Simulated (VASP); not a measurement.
Here is the system:

```xyz
2
Lattice="0.0000 2.6803 2.6803 2.6803 0.0000 2.6803 2.6803 2.6803 0.0000" Properties=species:S:1:pos:R:3 pbc="T T T"
Zn     0.0000     0.0000     0.0000
S      1.3402     1.3402     1.3402
```

These are PBEsol GGA, VASP's PBE PAW potentials (set 64) (plane waves; VASP 6.6.1) values and carry that method's errors. Numerical set-up: 520 eV cut-off, Gaussian smearing of 0.050 eV, potentials Zn S.

Give the energies of bands 2 to 12 at the high-symmetry points, in eV from the valence-band maximum.

```json
[
 {"band": "2", "Γ": "-6.47", "X": "-6.54", "U": "-6.40", "L": "-6.35", "W": "-6.35"},
 {"band": "3", "Γ": "-6.47", "X": "-6.11", "U": "-6.17", "L": "-6.35", "W": "-6.17"},
 {"band": "4", "Γ": "-6.47", "X": "-6.11", "U": "-6.06", "L": "-5.91", "W": "-6.02"},
 {"band": "5", "Γ": "-5.94", "X": "-5.86", "U": "-5.91", "L": "-5.91", "W": "-5.98"},
 {"band": "6", "Γ": "-5.94", "X": "-5.72", "U": "-5.58", "L": "-5.74", "W": "-5.51"},
 {"band": "7", "Γ": "0.00", "X": "-4.70", "U": "-4.79", "L": "-5.52", "W": "-4.75"},
 {"band": "8", "Γ": "0.00", "X": "-2.34", "U": "-3.28", "L": "-0.91", "W": "-2.92"},
 {"band": "9", "Γ": "0.00", "X": "-2.34", "U": "-1.90", "L": "-0.91", "W": "-2.85"},
 {"band": "10", "Γ": "2.08", "X": "3.18", "U": "3.97", "L": "3.24", "W": "5.56"},
 {"band": "11", "Γ": "6.29", "X": "3.96", "U": "5.94", "L": "6.82", "W": "6.11"},
 {"band": "12", "Γ": "6.29", "X": "11.00", "U": "9.34", "L": "6.82", "W": "7.81"}
]
```

The gap is direct, 2.08 eV, from the valence maximum at Γ to the conduction minimum at Γ.

Measured: gap 3.94 eV (computed value off by -1.86 eV), as given by Wei Chen et al., Physical Review Materials (2018), doi:10.1103/physrevmaterials.2.073803 [zero-point renormalisation of 0.1 eV added back (the table's ZPR column)].

The compound is ZnS in the zinc blende structure. It was relaxed first.
